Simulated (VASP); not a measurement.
```
Ga
1.0
    2.22280    -3.82455     0.00000
    2.22280     3.82455     0.00000
    0.00000     0.00000     4.55611
Ga
4
Direct
  0.15545   0.84455   0.91806
  0.34455   0.65545   0.41806
  0.65545   0.34455   0.58194
  0.84455   0.15545   0.08194
```

These are PBE GGA with D3 dispersion (Becke-Johnson damping), VASP's PBE PAW potentials (set 64) (plane waves; VASP 6.6.1) values and carry that method's errors. Run with 520 eV cut-off, 9×9×8 Γ-centred mesh, tetrahedra with Blöchl corrections, potentials Ga_d.

Q: What does the run give for the energy per atom (σ→0), band gap (on the k-mesh) with the smallest direct gap where there is one?

A: 
The band gap (on the k-mesh) comes out as none (metal, semimetal or under 0.01 eV) and the energy per atom (σ→0) is -3.197 eV/atom.

Only differences to runs with the same potentials and settings are physical.

The compound is Ga in the alpha structure. It was relaxed first.
